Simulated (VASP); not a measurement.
# Co: surface energy and work function by face, part 5 of 5

Aim: compare the low-index faces of Co at one level of theory.

VASP 6.6.1; PBEsol, spin-polarised from a ferromagnetic start; plane waves and PAW (Co).

Still holding for the runs below: The magnetic state follows from one typed start and may not be the lowest.

So far. Step 5 (Vacuum level and density of states, 8 atoms, face …): The vacuum level lies 5.10 eV above the Fermi level at the upper face; both faces agree, as the slab has next to no dipole. Step 6 (Relaxing the slab, 12 atoms, face Co(10-10)): The run ended after 10 ionic steps, 0.046 eV below its first step, once the forces on the free atoms met EDIFFG = -0.03.

### 7. Potential and states of the slab, 12 atoms, face Co(10-10)

File INCAR:

```
SYSTEM = Co
PREC = Normal
ENCUT = 320
EDIFF = 1E-06
NELM = 120
ISMEAR = 1
SIGMA = 0.15
LREAL = .FALSE.
ALGO = Fast
GGA = PS
NBANDS = 86
ISPIN = 2
MAGMOM = 2 2 2 2 2 2 2 2 2 2 2 2
LASPH = .TRUE.
LMAXMIX = 4
LORBIT = 11
LWAVE = .FALSE.
LCHARG = .TRUE.
KPAR = 4
IDIPOL = 3
LDIPOL = .TRUE.
DIPOL = 0.5 0.5 0.5
LVHAR = .TRUE.
LVACPOTAV = .TRUE.
NEDOS = 1500
```

File POSCAR:

```
Co
1.0
    2.4531912211      0.0000000000      0.0000000000
    0.0000000000      3.9611132850      0.0000000000
    0.0000000000      0.0000000000     26.3308048950
Co
12
Direct
    0.0000000000      0.0000000000      0.2876167739
    0.5000000000      0.0000000000      0.3654150150
    0.5000000000      0.5000000000      0.3109534666
    0.0000000000      0.0000000000      0.4463649470
    0.0000000000      0.5000000000      0.3918255862
    0.5000000000      0.0000000000      0.5270888644
    0.5000000000      0.5000000000      0.4729111356
    0.0000000000      0.0000000000      0.6081744138
    0.0000000000      0.5000000000      0.5536350530
    0.5000000000      0.0000000000      0.6890465334
    0.5000000000      0.5000000000      0.6345849850
    0.0000000000      0.5000000000      0.7123832261
```

File KPOINTS:

```
Automatic mesh
0
Gamma
12 8 1
0 0 0
```

The projector-augmented-wave data sets are Co (PBE family, release 64).

On the command line:

```
mpirun -np 4 vasp_std
```

What it wrote:

```text
[... set-up lines as in an earlier step ...]
 entering main loop
       N       E                     dE             d eps       ncg     rms          rms(c)
DAV:   1     0.726505474559E+03    0.72651E+03   -0.35506E+04 12128   0.103E+03
DAV:   2    -0.343712523718E+02   -0.76088E+03   -0.70077E+03 12040   0.275E+02
DAV:   3    -0.102413530873E+03   -0.68042E+02   -0.60835E+02 12706   0.113E+02
DAV:   4    -0.104007990111E+03   -0.15945E+01   -0.15873E+01 13224   0.203E+01
DAV:   5    -0.104053447708E+03   -0.45458E-01   -0.45455E-01 18190   0.220E+00    0.397E+01
RMM:   6    -0.136159993529E+03   -0.32107E+02   -0.12441E+02 13711   0.632E+01    0.693E+01
RMM:   7    -0.137181267290E+03   -0.10213E+01   -0.30543E+01 13963   0.276E+01    0.736E+01
RMM:   8    -0.105972784666E+03    0.31208E+02   -0.25982E+01 13284   0.280E+01    0.596E+01
RMM:   9    -0.897971246400E+02    0.16176E+02   -0.21833E+01 13470   0.260E+01    0.345E+01
RMM:  10    -0.946846971133E+02   -0.48876E+01   -0.10798E+01 13341   0.174E+01    0.477E+01
RMM:  11    -0.827308507149E+02    0.11954E+02   -0.52506E+00 13018   0.134E+01    0.146E+01
RMM:  12    -0.858543310931E+02   -0.31235E+01   -0.16386E+00 13073   0.576E+00    0.151E+01
RMM:  13    -0.861956192494E+02   -0.34129E+00   -0.11855E+00 13269   0.583E+00    0.120E+01
RMM:  14    -0.877073745148E+02   -0.15118E+01   -0.79251E-01 13751   0.409E+00    0.124E+01
RMM:  15    -0.890685487565E+02   -0.13612E+01   -0.17622E+00 14838   0.478E+00    0.121E+01
RMM:  16    -0.890947085381E+02   -0.26160E-01   -0.77447E-01 14188   0.406E+00    0.665E+00
RMM:  17    -0.893347575318E+02   -0.24005E+00   -0.32675E-01 13824   0.239E+00    0.477E+00
RMM:  18    -0.893459597948E+02   -0.11202E-01   -0.78648E-02 13833   0.109E+00    0.324E+00
RMM:  19    -0.893264114961E+02    0.19548E-01   -0.17745E-02 13865   0.533E-01    0.230E+00
RMM:  20    -0.893954198356E+02   -0.69008E-01   -0.11840E-02 14280   0.368E-01    0.183E+00
RMM:  21    -0.894645245960E+02   -0.69105E-01   -0.15265E-02 14686   0.349E-01    0.144E+00
RMM:  22    -0.894811961199E+02   -0.16672E-01   -0.27560E-03 14572   0.159E-01    0.125E+00
RMM:  23    -0.895157296140E+02   -0.34533E-01   -0.15208E-02 15590   0.288E-01    0.103E+00
RMM:  24    -0.895292681953E+02   -0.13539E-01   -0.11026E-02 15552   0.283E-01    0.872E-01
RMM:  25    -0.895457833344E+02   -0.16515E-01   -0.46468E-03 14958   0.177E-01    0.534E-01
RMM:  26    -0.895785293343E+02   -0.32746E-01   -0.11566E-03 14284   0.122E-01    0.262E-01
RMM:  27    -0.895979213733E+02   -0.19392E-01   -0.10146E-03 14619   0.100E-01    0.227E-01
RMM:  28    -0.896280484467E+02   -0.30127E-01   -0.13010E-03 15010   0.933E-02    0.930E-02
RMM:  29    -0.896509970019E+02   -0.22949E-01   -0.32587E-04 14351   0.534E-02    0.151E-01
RMM:  30    -0.896734734608E+02   -0.22476E-01   -0.60112E-04 14983   0.565E-02    0.105E-01
RMM:  31    -0.896856241898E+02   -0.12151E-01   -0.24386E-04 14735   0.384E-02    0.749E-02
RMM:  32    -0.896921443790E+02   -0.65202E-02   -0.14337E-04 14781   0.310E-02    0.388E-02
RMM:  33    -0.896963853522E+02   -0.42410E-02   -0.67950E-05 14533   0.203E-02    0.268E-02
RMM:  34    -0.896982418044E+02   -0.18565E-02   -0.30878E-05 13902   0.139E-02    0.197E-02
RMM:  35    -0.896991227257E+02   -0.88092E-03   -0.93241E-06 12074   0.930E-03    0.980E-03
RMM:  36    -0.896995818992E+02   -0.45917E-03   -0.43812E-06 10963   0.524E-03    0.107E-02
RMM:  37    -0.896997035815E+02   -0.12168E-03   -0.15373E-06 10144   0.479E-03    0.746E-03
RMM:  38    -0.896997812829E+02   -0.77701E-04   -0.15208E-06 10126   0.452E-03    0.398E-03
RMM:  39    -0.896998080091E+02   -0.26726E-04   -0.71796E-07  9615   0.356E-03    0.260E-03
RMM:  40    -0.896998146796E+02   -0.66705E-05   -0.21830E-07  9063   0.205E-03    0.164E-03
RMM:  41    -0.896998168486E+02   -0.21690E-05   -0.97579E-08  8791   0.142E-03    0.114E-03
RMM:  42    -0.896998176151E+02   -0.76651E-06   -0.49875E-08  8395   0.106E-03
 [... a notice as in an earlier step ...]

   1 F= -.89699818E+02 E0= -.89700972E+02  d E =0.346190E-02  mag=    19.3887
```

Run time: 2.7 min. Hardware: 4 MPI ranks of Intel Xeon 6975P-C (Granite Rapids), shared host; peak memory 2.1 GiB.

Parts of OUTCAR (step 7):

```text
   NELECT =     108.0000    total number of electrons

 E-fermi :   2.8052

 spin component 1
 k-point     1 :       0.0000    0.0000    0.0000
  band No.  band energies     occupation
    ...
     62       2.2517      1.00000
     63       2.3213      1.00002
     64       2.3807      1.00023
     65       2.3807      1.00023
     66       2.6712      1.01020
     67       3.2471     -0.00013
     68       3.7260     -0.00000
     69       4.5925     -0.00000
     70       6.1958      0.00000
     71       6.7869      0.00000
    ...

 k-point     2 :       0.0833    0.0000    0.0000
  band No.  band energies     occupation
    ...
     61       2.1789      1.00000
     62       2.2242      1.00000
     63       2.2841      1.00001
     64       2.3021      1.00001
     65       2.3140      1.00002
     66       3.0399     -0.02469
     67       4.0194     -0.00000
     68       4.0369     -0.00000
     69       5.0585     -0.00000
     70       6.5282      0.00000
    ...

  Total       -2.7506598     -2.6976749     -0.6006385      0.0000000      0.0000000      0.0000000
  in kB      -17.2240258    -16.8922457     -3.7610658      0.0000000      0.0000000      0.0000000
  external PRESSURE =     -12.6257791 kB  Pullay stress =       0.0000000 kB

 POSITION                                       TOTAL-FORCE (eV/Angst)
 -----------------------------------------------------------------------------------
      0.00000      0.00000      7.57318         0.000000      0.000000      0.012938
      1.22660      0.00000      9.62167         0.000000      0.000000      0.009707
      1.22660      1.98056      8.18766         0.000000      0.000000      0.021339
      0.00000      0.00000     11.75315         0.000000      0.000000     -0.005528
      0.00000      1.98056     10.31708         0.000000      0.000000      0.019022
      1.22660      0.00000     13.87867         0.000000      0.000000     -0.013332
      1.22660      1.98056     12.45213         0.000000      0.000000      0.013332
      0.00000      0.00000     16.01372         0.000000      0.000000     -0.019022
      0.00000      1.98056     14.57766         0.000000      0.000000      0.005528
      1.22660      0.00000     18.14315         0.000000      0.000000     -0.021339
      1.22660      1.98056     16.70913         0.000000      0.000000     -0.009707
      0.00000      1.98056     18.75762         0.000000      0.000000     -0.012938
 -----------------------------------------------------------------------------------
    total drift:                                0.000000      0.000000     -0.000000

  FREE ENERGIE OF THE ION-ELECTRON SYSTEM (eV)
  ---------------------------------------------------
  free  energy   TOTEN  =       -89.6998176151 eV

  energy  without entropy=      -89.7032795135  energy(sigma->0) =      -89.70097158

 vacuum level on the upper side and lower side of the slab         7.657         7.657

 magnetization (x)
# of ion       s       p       d       tot
------------------------------------------
    1       -0.006  -0.033   1.792   1.753
    2       -0.016  -0.051   1.671   1.604
    3       -0.015  -0.046   1.688   1.626
    4       -0.015  -0.052   1.628   1.562
    5       -0.013  -0.053   1.663   1.597
    6       -0.015  -0.052   1.636   1.568
    7       -0.015  -0.052   1.636   1.568
    8       -0.013  -0.053   1.663   1.597
    9       -0.015  -0.052   1.628   1.562
   10       -0.015  -0.046   1.688   1.626
   11       -0.016  -0.051   1.671   1.604
   12       -0.006  -0.033   1.792   1.753
--------------------------------------------------
tot         -0.162  -0.573  20.156  19.421

[... 9 parts as in an earlier step ...]

[... 14 further parts left out ...]
```

Numbers from this step:

```yaml
electronic_cycles: 42
fermi_energy: 2.805 eV
vacuum_levels: 7.657, 7.657 eV
work_functions_of_the_upper_and_lower_face: 4.852, 4.852 eV
```

The planar average of the electrostatic potential oscillates, so the rows of the table below give means over windows of 2.14 Å about each position, cut where the curve ends. Its maxima inside the range that stand out by 2 % of the span (Å: eV): 8.9: -3.61, 11.1: -3.50, 13.2: -3.49, 15.2: -3.50, 17.4: -3.61. Its minima: 7.9: -18.1, 10.0: -16.6, 12.1: -16.4, 14.3: -16.4, 16.3: -16.6, 18.4: -18.1.

Zero at the Fermi level. Table of planar average of the electrostatic potential by height; means over each step:

```
height (Å)  planar average of the electrostatic potential (eV)
      1.07                                                4.86
      3.21                                                4.86
      5.35                                                4.56
      7.49                                               -9.18
      9.63                                               -10.9
     11.77                                               -10.7
     13.91                                               -10.7
     16.05                                               -10.8
     18.19                                               -10.9
     20.33                                                3.26
     22.47                                                4.85
     24.61                                                4.86
```

Density of states in the PAW spheres, an atom over height of the layer and energy from the Fermi level.

Ten even steps from '0' (0.02 states/eV) to '9' (2.98 states/eV), each cell a mean:
```
533222222335
322222222223
444455554444
888999999888
887766667788
665555555566
764455554467
865677776568
556666666655
444444444444
444444444444
224333333422
223333333322
123222222321
112211112211
001111111100
000000000000
000000000000
000000000000
000000000000
000000000000
000000000000
```
Columns: height of the layer (Å) from 7.6 to 18.8 (not evenly spaced); rows upwards: energy from the Fermi level (eV) from -7.9 to 0.5.

Spin density in the ca plane at fractional y = 0.000, with atoms of Co within 0.2 Å of it.

Ten even steps from '0' (0.0 e/Å³) to '9' (2.5 e/Å³), each cell a mean:
```
73000000004751000000015730000000000000000000
31000110001320001100002310001100000000000000
00002541000000003530000000015520000000000000
00004972000000016950000000038830000000000000
00003761000000015740000000026730000000000000
10001320000110001310001100002210000000000000
62000000003540000000014520000000000000000000
95000000005961000000027940000000000000000000
```
Columns run along c (16.0 Å, from fractional 0.29 to 0.90 of the cell), rows up along a (2.5 Å). Atoms in or near the plane, at fractional coordinates: Co at (0.37, 0.50), Co at (0.45, 0.00), Co at (0.53, 0.50), Co at (0.61, 0.00), Co at (0.69, 0.50).

Valence density in the ca plane at fractional y = 0.000, with atoms of Co within 0.2 Å of it. It is the smooth field of the valence electrons, not physical close to the nuclei.

Ten even steps from '0' (0.0 e/Å³) to '9' (8.5 e/Å³), each cell a mean:
```
73000000014851000000026730000000000000000000
31001210001320001210012310001100000000000000
00002651000000014630000000025520000000000000
00004982000000016961000000038930000000000000
00003762000000015841000000027730000000000000
21001321001210002320001210012310000000000000
63000000003641000000014630000000000000000000
94100000015971000000027940000000000000000000
```
Columns run along c (16.0 Å, from fractional 0.29 to 0.90 of the cell), rows up along a (2.5 Å). Atoms in or near the plane, at fractional coordinates: Co at (0.37, 0.50), Co at (0.45, 0.00), Co at (0.53, 0.50), Co at (0.61, 0.00), Co at (0.69, 0.50).

The map of layer states is cut here 0.5 eV above the Fermi level, so it leaves out the states above that.

The vacuum level lies 4.85 eV above the Fermi level at the upper face; both faces agree, as the slab has next to no dipole.

The program found no field-free point at its default tolerance, but its printed level agrees with the flat part of the planar average.

On this mesh the fine structure of the density of states is sampling noise, and high empty states may be cut by the number of bands.

### 8. The faces side by side

This step: surfaces of a metal, PBEsol; plane waves and PAW (VASP 6.6.1).

No new run; the numbers come from the runs before.

Symmetric slabs, all atoms free. All faces:

```
     face  layers  area a surface atom (Å²)  work function (eV)  surface energy as cut (J/m²)  surface energy relaxed (J/m²)  change of the top spacing (%)  moment of the top atom (μB)
 Co(0001)       8                     5.212                 5.1                         2.552                          2.513                          -2.66                        1.698
Co(10-10)      12                     9.717               4.852                         2.744                          2.706                         -13.23                        1.753
```

Each surface energy is the slab's energy less its number of atoms times the bulk energy of -7.7486 eV, over twice the cell's area.

### 9. Summary of results

* Co(0001): 2.51 J/m², 5.10 eV
* Co(10-10): 2.71 J/m², 4.85 eV

The cheapest face is Co(0001) at 2.51 J/m², against 2.71 for Co(10-10). The work functions are 5.10 eV for Co(0001) and 4.85 eV for Co(10-10). The densest face has the highest work function, as the smoothing of the electron density over an open face lowers the surface dipole. The densest face is also the cheapest, since it cuts the fewest bonds an area. The top spacing changes by -2.7 % on Co(0001) and -13.2 % on Co(10-10). The top atom holds 1.70 μB on Co(0001) and 1.75 μB on Co(10-10). Of the two ends of the prism face, the one with the short outer spacing was run. One thickness was run for each face, and bulk and slab meshes don't match, which leaves some hundredths of a J/m². The cells are 1 × 1 and can't reconstruct.

[Lines on the potential files, build, host, timing and source positions are cut from VASP's logs without a mark.]

[Logs are printed without paths, hosts, clocks, repeated set-up lines and the standing remarks that a program may print on its own settings, such as how far it seeks lower states.]

[Hosts, paths, dates, database ids (printed as entryN), source tags and the programs' standing remarks are cut or masked in the printed files.]

[Runs that stopped without an error message from VASP are left out.]
